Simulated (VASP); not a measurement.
# Nb3B5: relaxation of cell and atoms with PBE

The system is Nb3B5.

```
Nb B
1.0
     5.81168    0.00000    0.00000
    -2.90584    5.03306    0.00000
     0.00000    0.00000    3.56538
Nb B
3 5
Direct
  0.00000 0.66407 0.00000
  0.33593 0.33593 0.00000
  0.66407 0.00000 0.00000
  0.66667 0.33333 0.50000
  0.33333 0.66667 0.50000
  0.00000 0.31773 0.50000
  0.31773 0.00000 0.50000
  0.68227 0.68227 0.50000
```

The cell was built by a generator and needn't be a form met in nature.

- Program: VASP 6.6.1
- Task: relaxation of cell and atoms
- Functional: PBE
- Potentials or basis: VASP PAW PBE potentials, release 64 (Nb_sv, B)
- Cutoff: 520 eV
- k mesh: 4 × 4 × 5
- Occupations: gaussian, width 0.15 eV
- Spin: no spin polarisation
- Further INCAR settings: PREC = Normal; ALGO = Fast; EDIFF = 0.0001; IBRION = 2; EDIFFG = -0.08; NSW = 24; ISIF = 3

- Relaxed volume: 10.17 Å³/atom
- Relaxed cell: a = 5.406 Å, b = 5.406 Å, c = 3.215 Å, α = 90.00°, β = 90.00°, γ = 120.00°
- Space group after relaxing (to 0.05 Å): P-62m (No. 189)
- Energy gained by relaxing: 509.1 meV/atom
- Ionic steps: 10
- Pressure after relaxing: -0.7 GPa
- Largest force after relaxing: 0.074 eV/Å
- Band gap on the k mesh: none (metal or under the smearing width)

Forces in eV/Å, atoms in the order of the input:
```
Nb   0.037 -0.064  0.000
Nb   0.037  0.064  0.000
Nb  -0.074  0.000  0.000
B    0.000  0.000  0.000
B    0.000  0.000  0.000
B   -0.033  0.058  0.000
B    0.067  0.000  0.000
B   -0.033 -0.058  0.000
```

Stress tensor (GPa, compression positive):
```
-0.90  0.00  0.00
 0.00 -0.90  0.00
 0.00  0.00 -0.19
```

The path:
| step | energy change (eV) | largest force (eV/Å) | pressure (GPa) | volume (Å³) |
| --- | --- | --- | --- | --- |
| 1 | 0.0000 | 1.4247 | -41.94 | 104.29 |
| 2 | 3.0172 | 2.2848 | 138.52 | 60.79 |
| 3 | -3.8135 | 1.0391 | -4.24 | 82.24 |
| 4 | -3.8358 | 1.0029 | -0.94 | 81.12 |
| 5 | -3.8367 | 0.9805 | 1.34 | 80.52 |
| 6 | -3.9826 | 0.6509 | 1.62 | 80.58 |
| 7 | -4.0646 | 0.2007 | 1.82 | 80.65 |
| 8 | -4.0669 | 0.1476 | 1.85 | 80.66 |
| 9 | -4.0642 | 0.0094 | -3.05 | 82.27 |
| 10 | -4.0729 | 0.0740 | -0.66 | 81.38 |

Final structure:
```yaml
crystal:
  lattice:
    - [5.40603, 0.00000, 0.00000]
    - [-2.70302, 4.68176, 0.00000]
    - [0.00000, 0.00000, 3.21542]
  atoms:
    - { symbol: Nb, position: [0.00000, 0.67452, 0.00000] }
    - { symbol: Nb, position: [0.32548, 0.32548, 0.00000] }
    - { symbol: Nb, position: [0.67452, 0.00000, 0.00000] }
    - { symbol: B, position: [0.66667, 0.33333, 0.50000] }
    - { symbol: B, position: [0.33333, 0.66667, 0.50000] }
    - { symbol: B, position: [0.00000, 0.34391, 0.50000] }
    - { symbol: B, position: [0.34391, 0.00000, 0.50000] }
    - { symbol: B, position: [0.65609, 0.65609, 0.50000] }
```

Levels at points of the mesh, in eV from the Fermi level:
```csv
k point,band 24,band 25,band 26,band 27,band 28,band 29,band 30,band 31
"(0.00, 0.00, 0.00)",-2.26,-2.22,-2.22,1.27,1.33,1.34,1.34,1.41
"(0.50, 0.00, 0.00)",-1.92,-1.53,-1.21,-0.75,1.04,1.48,1.67,2.26
```

It took 110 s on 1 thread of Intel(R) Xeon(R) 6975P-C (Granite Rapids), on a shared host, peak memory 0.17 GiB.

Caveat: the volume moved by over 15 % at a fixed basis, so the end points are rough; the relaxation stopped at a loose force limit of 0.08 eV/Å, so its end isn't a converged minimum.
